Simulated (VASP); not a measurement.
Output of a VASP run:

OSZICAR:
```
       N       E                     dE             d eps       ncg     rms          rms(c)
DAV:   1     0.890125414439E+00    0.89013E+00   -0.14090E+03  1626   0.479E+02
DAV:   2    -0.275936944109E+01   -0.36495E+01   -0.34821E+01  2304   0.353E+01
DAV:   3    -0.278097216132E+01   -0.21603E-01   -0.21472E-01  2238   0.340E+00
DAV:   4    -0.278103558457E+01   -0.63423E-04   -0.63422E-04  2178   0.141E-01
DAV:   5    -0.278103587404E+01   -0.28947E-06   -0.28971E-06  2160   0.633E-03    0.969E-01
DAV:   6    -0.274984642261E+01    0.31189E-01   -0.28613E-04  1974   0.165E-01    0.616E-01
DAV:   7    -0.273012669882E+01    0.19720E-01   -0.70279E-04  1884   0.261E-01    0.257E-02
DAV:   8    -0.272998154416E+01    0.14515E-03   -0.36535E-05  2148   0.524E-02    0.617E-03
DAV:   9    -0.272997618861E+01    0.53555E-05   -0.27831E-06  2058   0.152E-02    0.840E-04
DAV:  10    -0.272997592781E+01    0.26080E-06   -0.51938E-08  1122   0.191E-03
   1 F= 0.28817362E+01 E0= 0.28817556E+01  d E =0.288174E+01
```

OUTCAR:
```
------------------------ aborting loop because EDIFF is reached ----------------------------------------
  FORCE on cell =-STRESS in cart. coord.  units (eV):
  Direction    XX          YY          ZZ          XY          YZ          ZX
  --------------------------------------------------------------------------------------
  Total        5.5770415      5.5770444      5.6153523      0.0000000      0.0000000      0.0000000
  in kB      298.1465207    298.1466757    300.1946043      0.0000000      0.0000000      0.0000000
  external PRESSURE =      -1.1707331 kB  Pullay stress =     300.0000000 kB
  volume of cell :       29.97
      direct lattice vectors                 reciprocal lattice vectors
     1.392552732 -2.411972711  0.000000000     0.359052831 -0.207299194  0.000000000
     1.392552732  2.411972711  0.000000000     0.359052831  0.207299194  0.000000000
     0.000000000  0.000000000  4.461394998     0.000000000  0.000000000  0.224145139
 POSITION                                       TOTAL-FORCE (eV/Angst)
 -----------------------------------------------------------------------------------
      1.39255      0.80399      1.11535         0.000000      0.000000      0.000000
      1.39255     -0.80399      3.34605        -0.000000     -0.000000      0.000000
 -----------------------------------------------------------------------------------
    total drift:                               -0.000000     -0.000009      0.000001
  FREE ENERGIE OF THE ION-ELECTRON SYSTEM (eV)
  ---------------------------------------------------
  free  energy   TOTEN  =        -2.7299759278 eV

  energy  without entropy=       -2.7299178132  energy(sigma->0) =       -2.72995656
  enthalpy is  TOTEN    =         2.8817361903 eV   P V=        5.6117121181

 reached required accuracy - stopping structural energy minimisation
```
(Selected blocks of OUTCAR.)

### POSCAR
```
Mg
1
    1.3925527318    -2.4119727110     0.0000000000
    1.3925527318     2.4119727110     0.0000000000
    0.0000000000     0.0000000000     4.4613949984
Mg
2
Direct
  0.3333330000   0.6666670000   0.2500000000
  0.6666670000   0.3333330000   0.7500000000
```

Problem. Write an INCAR and KPOINTS that could have produced this output.

Solution. One answer among several that fit: the input of the run itself, LDA (Ceperley-Alder, Perdew-Zunger), plane waves, VASP's LDA PAW potentials (set 64).

File KPOINTS:
```
Automatic mesh
0
Gamma
15 15 8
0 0 0
```

**INCAR**
```
SYSTEM = Mg
LCHARG = .False.
ALGO = Normal   # blocked Davidson
PREC = Accurate
PSTRESS = 300
ISMEAR = 1   # Methfessel-Paxton
EDIFFG = -0.02
IBRION = 2   # conjugate gradients
ENCUT = 500   # plane-wave cut-off (eV)
EDIFF = 1E-6   # SCF stop (eV)
SIGMA = 0.1
LWAVE = .False.
LREAL = .False.   # projection in real space or not
LASPH = .True.   # aspherical one-centre terms
ISIF = 3   # ions, shape and volume
NSW = 40   # most ionic steps
NELM = 100   # most electronic steps
```

POTCAR, in this order: Mg (LDA.64 set). Program: vasp_std.

The compound is Mg in the hcp structure. It was relaxed first under an external pressure of 30 GPa.
